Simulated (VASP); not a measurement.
Consider the following.

PbTe has the cubic space group Fm-3m (No. 225), the rock salt structure, Pearson symbol cF8. Lattice parameters: a = b = c = 6.443 Å, α = β = γ = 90.00°. Te on 4b has 6 Pb at 3.221 Å (octahedral). Pb on 4a is coordinated by 6 Te at 3.221 Å (octahedral). (Neighbours: up to the widest gap in distance over summed covalent radii, below 1.35, at either atom; cation-cation and far metal-metal contacts left out.)
(The calculation used a cell of 2 atoms; values per cell refer to that cell.)

The numbers are results of PBEsol GGA, VASP's PBE PAW potentials (set 64) (plane waves; VASP 6.6.1), not measurements. Run with 520 eV cut-off, 7×7×7 Γ-centred mesh, Gaussian smearing of 0.050 eV, potentials Te Pb_d.

Q: Give the energy at these volumes per atom, relative to the lowest: 31.40, 32.40, 33.40, 34.40, 35.41 Å³.

A: 19.4, 4.7, 0.0, 3.8, 14.7 meV/atom. A third-order Birch-Murnaghan fit gives B0 = 44.8 GPa and B0′ = 4.5.

Measured: bulk modulus 39.8 GPa at 300 K (computed value off by +12.6 %), as given by Kerstin Hummer et al., Physical Review B (2007), doi:10.1103/physrevb.75.195211; a 6.438 Å at 120 K (computed value off by +0.1 %), as given by Noda, Masumoto, Ohba, Saito, Toriumi, Iwata, Shibuya, Acta Cryst. C 43, 1443 (1987), by a structure database's card. The calculation is for a static lattice, while the measured bulk modulus, a hold thermal and zero-point effects, which are part of the difference.

The compound is PbTe in the rock salt structure. It was relaxed first.
